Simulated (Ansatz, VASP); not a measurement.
## NiO2 in two plane-wave programs

Wanted: the spread between two codes on one cell, functional and k mesh. The cell is taken from a series of runs on this material, whose earlier steps may have relaxed, scaled, displaced or heated it; both programs get it as it stands.

Main program and level: Ansatz 0.2.0; plane waves, with VASP 6.6.1 beside it; PBEsol.

**1. Starting point**

The cell holds 3 atoms: 1 Ni and 2 O. Its edges and angles: a = 2.970 Å, b = 2.970 Å, c = 20.000 Å, α = 90.0°, β = 90.0°, γ = 120.0°. Vacuum lies along c.

**2. VASP: single point, PBEsol**

With cell and atoms fixed, the geometry can't cause a difference; cores, projectors, grids and the points listed under the comparison can.

Lines of VASP's logs that name or quote its potential files are left out, and so is its time.

Contents of INCAR:

```
SYSTEM = NiO2
PREC = Accurate
ENCUT = 520
EDIFF = 1E-06
NELM = 120
ISMEAR = 0
SIGMA = 0.1
LREAL = .FALSE.
ALGO = Normal
GGA = PS
NBANDS = 17
LASPH = .TRUE.
LORBIT = 11
LWAVE = .FALSE.
LCHARG = .FALSE.
ISIF = 2
LDIPOL = .TRUE.
IDIPOL = 3
DIPOL = 0.5 0.5 0.5
LVHAR = .TRUE.
GGA_COMPAT = .FALSE.
EFERMI = MIDGAP
NELMDL = -8
```

Contents of POSCAR:

```
NiO2
1.0
    2.9700000000      0.0000000000      0.0000000000
   -1.4850000000      2.5721000000      0.0000000000
    0.0000000000      0.0000000000     20.0000000000
Ni O
1 2
Direct
    0.0000000000      0.0000000000      0.5000000000
    0.3333333333      0.6666666667      0.5563500000
    0.6666666667      0.3333333333      0.4436500000
```

Contents of KPOINTS:

```
Automatic mesh
0
Gamma
9 9 1
0 0 0
```

PAW data sets: Ni and O (PBE family, release 64).

The run is started by

```bash
> mpirun -np 1 vasp_std
```

Numbers of over 12 decimals in the logs are rounded to 6 here.

The program printed:

```text
[banner, memory and clock lines left out]
running    1 mpi-ranks, on    1 nodes
 distrk:  each k-point on    1 cores,    1 groups
 distr:  one band on    1 cores,    1 groups

 POSCAR found type information on POSCAR NiO
 POSCAR found :  2 types and       3 ions
|                                                                             |
|               ----> ADVICE to this user running VASP <----                  |
|                                                                             |
|     You enforced a specific xc type in the INCAR file but a different       |
|     [... a line on the potential file left out ...]
|     I HOPE YOU KNOW WHAT YOU ARE DOING!                                     |
|                                                                             |

 LDA part: xc-table for (Slater+PW92), standard interpolation
 POSCAR, INCAR and KPOINTS ok, starting setup
 FFT: planning ... GRIDC
 FFT: planning ... GRID_SOFT
 FFT: planning ... GRID
 WAVECAR not read
 entering main loop
       N       E                     dE             d eps       ncg     rms          rms(c)
DAV:   1     0.185675189629E+03    0.18568E+03   -0.89463E+03   408   0.106E+03
DAV:   2     0.674419378886E+01   -0.17893E+03   -0.16705E+03   512   0.253E+02
DAV:   3    -0.248373543803E+02   -0.31582E+02   -0.30982E+02   527   0.118E+02
DAV:   4    -0.257010469939E+02   -0.86369E+00   -0.86085E+00   499   0.238E+01
DAV:   5    -0.257178835378E+02   -0.16837E-01   -0.16827E-01   510   0.299E+00
DAV:   6    -0.257184456916E+02   -0.56215E-03   -0.56205E-03   548   0.544E-01
DAV:   7    -0.257184686440E+02   -0.22952E-04   -0.22952E-04   557   0.951E-02
DAV:   8    -0.257184692476E+02   -0.60357E-06   -0.60353E-06   506   0.159E-02    0.244E+01
DAV:   9    -0.396376715459E+02   -0.13919E+02   -0.84450E+01   527   0.180E+02    0.512E+01
DAV:  10    -0.231790183266E+02    0.16459E+02   -0.16001E+01   488   0.748E+01    0.244E+01
DAV:  11    -0.182379325199E+02    0.49411E+01   -0.18502E+01   557   0.899E+01    0.925E+00
DAV:  12    -0.181553169818E+02    0.82616E-01   -0.35514E+00   602   0.533E+01    0.835E+00
DAV:  13    -0.174503080863E+02    0.70501E+00   -0.14541E+00   521   0.330E+01    0.724E-01
DAV:  14    -0.174556783062E+02   -0.53702E-02   -0.24162E-01   535   0.384E+00    0.466E-01
[...]
DAV:  18    -0.174555110678E+02   -0.67903E-05   -0.10760E-04   606   0.187E-01    0.135E-02
DAV:  19    -0.174555207669E+02   -0.96990E-05   -0.15432E-05   561   0.472E-02    0.593E-03
DAV:  20    -0.174555364265E+02   -0.15660E-04   -0.28726E-06   440   0.141E-02    0.277E-03
DAV:  21    -0.174555435914E+02   -0.71649E-05   -0.24860E-07   392   0.128E-02    0.192E-03
DAV:  22    -0.174555524536E+02   -0.88622E-05   -0.19476E-07   360   0.390E-03    0.151E-03
DAV:  23    -0.174555577745E+02   -0.53209E-05   -0.10613E-07   361   0.639E-03    0.609E-04
DAV:  24    -0.174555588485E+02   -0.10741E-05   -0.44886E-08   347   0.150E-03    0.578E-04
DAV:  25    -0.174555593106E+02   -0.46203E-06   -0.17277E-08   375   0.969E-04
   1 F= -.17455559E+02 E0= -.17455559E+02  d E =-.132460E-12
```

From OUTCAR (step 2):

```text
ion  position               nearest neighbor table
   1  0.000  0.000  0.500-   2 2.05   3 2.05   3 2.05   2 2.05   3 2.05   2 2.05
   2  0.333  0.667  0.556-   1 2.05   1 2.05   1 2.05
   3  0.667  0.333  0.444-   1 2.05   1 2.05   1 2.05

  LATTYP: Found a hexagonal cell.
 ALAT       =     2.9700000000
 C/A-ratio  =     6.7340067340

 Subroutine GETGRP returns: Found 12 space group operations
 (whereof 12 operations were pure point group operations)

The static configuration has the point symmetry D_3d.

 Found     12 irreducible k-points:

   k-points           NKPTS =     12   k-points in BZ     NKDIM =     12   number of bands    NBANDS=     17

   dimension x,y,z NGX =    24 NGY =   24 NGZ =  150
   dimension x,y,z NGXF=    48 NGYF=   48 NGZF=  300

   ENCUT  =  520.0 eV  38.22 Ry    6.18 a.u.   5.52  5.52 37.19*2*pi/ulx,y,z

   NELECT =      22.0000    total number of electrons

 k-points in reciprocal lattice and weights: Automatic mesh
   0.00000000  0.00000000  0.00000000       0.012
   0.11111111  0.00000000  0.00000000       0.074
   0.22222222  0.00000000  0.00000000       0.074
   0.33333333  0.00000000  0.00000000       0.074
   0.44444444  0.00000000  0.00000000       0.074
   0.11111111  0.11111111  0.00000000       0.074
   0.22222222  0.11111111  0.00000000       0.148
   0.33333333  0.11111111  0.00000000       0.148
   0.44444444  0.11111111  0.00000000       0.074
   0.22222222  0.22222222  0.00000000       0.074
   0.33333333  0.22222222  0.00000000       0.148
   0.33333333  0.33333333  0.00000000       0.025

 dipolmoment           0.000000      0.000000      0.000000 electrons x Angstroem

 average (electrostatic) potential at core
       1 -97.5653       2 -80.8411       3 -80.8411

 E-fermi :  -5.9059

 k-point     1 :       0.0000    0.0000    0.0000
  band No.  band energies     occupation
    ...
      7      -7.6594      2.00000
      8      -7.1432      2.00000
      9      -6.7505      2.00000
     10      -6.7505      2.00000
     11      -6.6563      2.00000
     12      -4.6894      0.00000
     13      -4.6894      0.00000
     14       0.0661      0.00000
     15       1.8886      0.00000
     16       2.1619      0.00000
    ...

 k-point     2 :       0.1111    0.0000    0.0000
  band No.  band energies     occupation
    ...
      7      -7.8374      2.00000
      8      -7.1384      2.00000
      9      -6.9892      2.00000
     10      -6.6413      2.00000
     11      -6.4206      2.00000
     12      -4.9863      0.00000
     13      -4.7452      0.00000
     14       0.5448      0.00000
     15       2.1854      0.00000
     16       2.4386      0.00000
    ...

 k-point     3 :       0.2222    0.0000    0.0000
  band No.  band energies     occupation
    ...
      7      -8.0897      2.00000
      8      -7.2980      2.00000
      9      -6.9084      2.00000
     10      -6.5986      2.00000
     11      -6.4342      2.00000
     12      -5.4059      0.00000
     13      -4.8262      0.00000
     14       1.6714      0.00000
     15       2.9993      0.00000
     16       3.2500      0.00000
    ...

  Total       -7.4362992     -7.4363255     -7.5725906      0.0000000      0.0000000     -0.0000000
  in kB      -77.9817796    -77.9820555    -79.4110189      0.0000000      0.0000000     -0.0000000
  external PRESSURE =     -78.4582847 kB  Pullay stress =       0.0000000 kB

  energy-cutoff  :      520.00
  volume of cell :      152.78
      direct lattice vectors                 reciprocal lattice vectors
     2.970000000  0.000000000  0.000000000     0.336700337  0.194393686  0.000000000
    -1.485000000  2.572100000  0.000000000     0.000000000  0.388787372  0.000000000
     0.000000000  0.000000000 20.000000000     0.000000000  0.000000000  0.050000000

 POSITION                                       TOTAL-FORCE (eV/Angst)
 -----------------------------------------------------------------------------------
      0.00000      0.00000     10.00000        -0.000000      0.000000      0.000000
     -0.00000      1.71473     11.12700        -0.000000      0.000000     -3.340357
      1.48500      0.85737      8.87300         0.000000     -0.000000      3.340357
 -----------------------------------------------------------------------------------
    total drift:                                0.000000      0.000000      0.000000

  FREE ENERGIE OF THE ION-ELECTRON SYSTEM (eV)
  ---------------------------------------------------
  free  energy   TOTEN  =       -17.4555593106 eV

  energy  without entropy=      -17.4555593106  energy(sigma->0) =      -17.45555931

 vacuum level on the upper side and lower side of the slab         2.243         2.243

 total charge
# of ion       s       p       d       tot
------------------------------------------
    1        0.384   0.492   8.059   8.935
    2        1.593   3.165   0.000   4.759
    3        1.593   3.165   0.000   4.759
--------------------------------------------------
tot          3.571   6.822   8.059  18.452

[... 3 further parts left out ...]
```

This run has no spin polarisation, so a moment on Ni, if there is one, isn't seen.

**3. Ansatz: single point, PBEsol**

Ansatz runs on its default PAW (the set named soft_2) files.

The same cell, functional, mesh and smearing now go to Ansatz, which takes its cutoff from its data sets.

Contents of input.yaml:

```yaml
crystal:
  lattice:
    - [2.97, 0.0, 0.0]
    - [-1.485, 2.5721, 0.0]
    - [0.0, 0.0, 20.0]
  atoms:
    - { symbol: Ni, position: [0.0, 0.0, 0.5] }
    - { symbol: O, position: [0.333333, 0.666667, 0.55635] }
    - { symbol: O, position: [0.666667, 0.333333, 0.44365] }
  periodic: [true, true, false]
kpoints:
  mp_grid: { grid: [9, 9, 1] }
hamiltonian:
  xc: pbesol
scf:
  occupations: { method: gaussian, width: 0.1 }
output:
  forces: true
  stress: true
  eigenvalues: true
```

The run is started by

```bash
> ansatz run input.yaml --threads 8 --pin off --max-ram 14336MiB --backend cpu --events-out ev --progress --plain --runs-dir out
```

The program printed:

```text
Warning: crystal.periodic: the lattice vector that does not repeat stood 0.000° off the slab's normal, 20.000 Å along it as the deck builds it. The run solves the slab on a vector along the normal, 28.308 Å long, with every atom where it was (on the deck's vector they left 17.75 Å outside them, and the widest stretch free of ions among them is 1.13 Å). A fractional position that the run reports is one of the run's ce [...]
Warning: the atoms were moved onto the symmetric positions of the space group found under crystal.symmetry.tolerance 1.0e-5 (fractional; no operation is sought that the atoms, as they stand in a round, miss by more than twice it, and no atom is moved by as much as it), and the run uses the moved positions. Before a round's move an operation carried an atom to 2.97e-6 Å from where it should land, the largest such dist [...]
crystal.periodic: the lattice vector that does not repeat stood 0.000° off the slab's normal, 20.000 Å along it as the deck builds it. The run solves the slab on a vector along the normal, 28.308 Å long, with every atom where it was (on the deck's vector they left 17.75 Å outside them, and the widest stretch free of ions among them is 1.13 Å). A fractional position that the run reports is one of the run's cell, which [...]
Engine: ansatz 0.2.0, aarch64-unknown-linux-gnu
Pseudopotentials: kind: paw
Pseudopotential: Ni, paw, valence charge 18, recommended cutoff 420 eV (normal), Ni.paw.azcp
Pseudopotential: O, paw, valence charge 6, recommended cutoff 420 eV (normal), O.paw.azcp
Functional definition: PBEsol
  exchange = pbesol_x
  correlation = pbesol_c
Crystal: 3 atoms, lattice volume = 216.249 Å³
Basis set: ecut = 420 eV, 4139 PW (Γ), exchange–correlation on 40×40×384 points (8 copies of the dense FFT grid, shifted against one another)
Bands: 19, of which v1, the nominal top of the filled ones, is band 15 counted from 1 (14 counted from 0)
Symmetry: 12 space group operations
Space group: P-3m1 (ITA 164), of the structure as read, at distance tolerance 6.0e-5 Å
k-points: 12 of 81
Non-local potential: Ni, projectors of the file, l = 0: 3, l = 1: 2, l = 2: 3, l = 3: 1
Non-local potential: O, projectors of the file, l = 0: 2, l = 1: 2, l = 2: 1
PAW form: soft (Blöchl's): semilocal exchange-correlation on the pseudo side does not see the compensation charge
PAW frozen core: Ni, regenerated for the run's functional, and the local potential with it (the file was generated under x = pbe(κ = 0.804, μ = 0.219515), c = pbe(β = 0.066725))
PAW frozen core: O, regenerated for the run's functional, and the local potential with it (the file was generated under x = pbe(κ = 0.804, μ = 0.219515), c = pbe(β = 0.066725))
PAW one-centre angular grid: Ni, 590 points (default); XC on 64 Gauss nodes
PAW one-centre angular grid: O, 110 points (default); XC on 64 Gauss nodes
Initial density: superposition of atomic densities (neutral atoms: chi_scale 0, normalization atom), corrected by the library's trained network
Initial wavefunctions: pseudopotential atomic-orbital guess
Functional: x = pbesol(κ = 0.804, μ = 0.123457), c = pbesol(β = 0.046)
SCF iter   1: F=—  HF=-6922.514296 eV  |F-HF|=—  |Δ(HF+E_count)|=         —  Δρ=9.44e-3  dr2=1.79e-1  ethr=1.77e-3  ⟨swp⟩=9.2  Hψ=1543  notcnv=0
preconditioner: auto → none  [insulator: Δε(μ)=1.049 eV  Ē_g=10.302 eV  σ=0.100 eV  W_gap=1.00  n_scr=16 (ndim 8)  ℏωp=11.8 eV  f_vac=0.822  D(μ)=0.00/eV (n_scr^D=0)  ε∞_Penn≈2.3]
SCF iter   2: F=—  HF=-6922.761101 eV  |F-HF|=—  |Δ(HF+E_count)|=   2.47e-1  Δρ=4.28e-2  dr2=3.35e0  ethr=5.97e-4  ⟨swp⟩=3.5  Hψ=648  notcnv=0  recentre
SCF iter   3: F=—  HF=-6922.497606 eV  |F-HF|=—  |Δ(HF+E_count)|=   2.63e-1  Δρ=5.65e-3  dr2=6.41e-2  ethr=5.97e-4  ⟨swp⟩=3.4  Hψ=508  notcnv=0
SCF iter   4: F=—  HF=-6922.489348 eV  |F-HF|=—  |Δ(HF+E_count)|=   8.26e-3  Δρ=1.54e-3  dr2=1.91e-3  ethr=2.14e-4  ⟨swp⟩=2.0  Hψ=376  notcnv=0
SCF iter   5: F=—  HF=-6922.489801 eV  |F-HF|=—  |Δ(HF+E_count)|=   4.54e-4  Δρ=7.09e-4  dr2=6.65e-4  ethr=6.38e-6  ⟨swp⟩=3.6  Hψ=578  notcnv=0
SCF iter   6: F=—  HF=-6922.489667 eV  |F-HF|=—  |Δ(HF+E_count)|=   1.34e-4  Δρ=1.33e-4  dr2=4.11e-5  ethr=2.22e-6  ⟨swp⟩=2.4  Hψ=413  notcnv=0
SCF iter   7: F=—  HF=-6922.489753 eV  |F-HF|=—  |Δ(HF+E_count)|=   8.57e-5  Δρ=3.05e-5  dr2=1.47e-6  ethr=1.37e-7  ⟨swp⟩=3.2  Hψ=457  notcnv=0
SCF iter   8: F=—  HF=-6922.489758 eV  |F-HF|=—  |Δ(HF+E_count)|=   5.08e-6  Δρ=1.52e-5  dr2=2.88e-7  ethr=4.90e-9  ⟨swp⟩=2.9  Hψ=456  notcnv=0
SCF iter   9: F=-6922.489758 eV  HF=-6922.489758 eV  |F-HF|=3.00e-8  |Δ(HF+E_count)|=   1.74e-7  Δρ=6.28e-6  dr2=5.53e-8  ethr=3.33e-10  ⟨swp⟩=13.5  Hψ=1390  notcnv=0
SCF 1 converged in 9 iterations: F = -6922.489758 eV  dr2 = 5.53e-8
  greatest PAW one-centre occupation: 1.000 electrons in one spin orbital (limit 2), on the Ni atom at site 0 (counted from 0), in its partial waves of l = 0
SCF converged after 9 iterations
Free energy (F): -6922.489758 eV
Harris-Foulkes:  -6922.489758 eV  (|F-HF|=3.00e-8)
Internal energy: -6922.489758 eV  (E = F + TS)
E sigma→0 (E₀):  -6922.489758 eV
Fermi energy:    -8.098561 eV
--- Per-component energies (eV) ---
  E_band       = -947.089099
  E_kinetic    = 610.057395
  E_local      = -70174.693849  (includes V_loc(G=0)·N_el)
  E_nonlocal   = 726.864928
  E_hartree    = 34378.769424
  E_xc         = -223.759614
  E_vxc        = -287.664122  (∫ρ·V_xc dr)
  E_paw        = -1890.133127  (= ΣΔE_a)
  E_vpaw       = -579.213896  (= ΣTr[D̂ρ^β])
  E_aug_tail   = 0.005201  (compensation charges beyond the density's cutoff)
  E_ewald      = 29650.132019
  E_core_change = 0.267865  (= ΣΔE_core)
  E_smearing   = -0.000000  (= −TS)
  E_closure    = 0.000000  (closes the sum)
  Σ components = -6922.489758   (vs F -6922.489758, Δ=0.00e0)
--- Forces (eV/Å), atoms counted from 1 ---
  atom   1  Ni    -0.00000000     0.00000000     0.00000000
  atom   2  O     -0.00000000    -0.00000000    -3.40426854
  atom   3  O      0.00000000     0.00000000     3.40426854
  max |Σ_I F_I| component: 4.21e-30 eV/Å
--- 2D stress c σ (N/m, compression-positive) ---
      -15.848528       0.000000       0.000000
        0.000000     -15.848528       0.000000
        0.000000       0.000000       0.000000
  P = ½ c Tr σ = -15.8485 N/m
--- Band table (eV; the first three rows and the last of 12) ---
  k-point 0: bands = [... 11 lower, -9.3841, -8.9952, -8.9952, -8.8536, -6.8833, -6.8833, -2.2085, -0.3747]
  k-point 1: bands = [... 11 lower, -9.3545, -9.2292, -8.8722, -8.6247, -7.1795, -6.9394, -1.7285, -0.0777]
  k-point 2: bands = [... 11 lower, -9.5000, -9.1515, -8.8143, -8.6302, -7.5941, -7.0207, -0.6002, 0.7382]
  k-point 11: bands = [... 11 lower, -10.5589, -9.5280, -8.9206, -8.9206, -7.3574, -7.3574, 2.9604, 4.2403]
```

**4. Side by side**

Known differences besides the potentials themselves: Ansatz cuts the interaction across the vacuum, VASP repeats the sheet with a dipole correction (LDIPOL); the data sets hold 30 valence electrons in Ansatz (on its default PAW (the set named soft_2) files) and 22 in VASP; the cutoff is 420 eV in Ansatz and 520 eV in VASP; Ansatz makes its cores anew for this functional, VASP keeps those of its PBE data sets. Total energies have different zeros and are not compared.

Both answers:

```
              quantity  Ansatz   VASP  difference
gap on the k mesh (eV)   1.011  1.000      +0.011
```

Forces (eV/Å; atoms numbered as in POSCAR):

```
atom        Ansatz x, y, z          VASP x, y, z
 Ni1   0.000, 0.000, 0.000   0.000, 0.000, 0.000
  O2  0.000, 0.000, -3.404  0.000, 0.000, -3.340
  O3   0.000, 0.000, 3.404   0.000, 0.000, 3.340
```

The forces differ by 30 meV/Å r.m.s., which is 1.9 % of the r.m.s. force of 1.575 eV/Å (both taken over all components). A gap on the mesh is an upper bound, since the band edges may lie between its points. Where the cell holds vacuum, a pressure given here is an average over it and none of the material.

**5. Outcome**

```
r.m.s. force difference (single point, PBEsol) : 1.9 % of the r.m.s. force
```

What this shows: The r.m.s. force difference is 1.9 % of the r.m.s. force (single point, PBEsol), within the 3 % picked in this series as the mark of a large difference. The data sets hold unlike numbers of valence electrons (30 in Ansatz and 22 in VASP), so part of the differences may come from the potentials. Such differences can come from data sets, numerical settings and the points named under the comparisons, not from the functional's error against experiment.

[Lines on the potential files, build, host, timing and source positions are cut from VASP's logs without a mark.]

[Logs are printed without paths, hosts, clocks, repeated set-up lines and the standing remarks that a program may print on its own settings, such as how far it seeks lower states.]

[Hosts, paths, dates, database ids (printed as entryN), source tags and the programs' standing remarks are cut or masked in the printed files.]
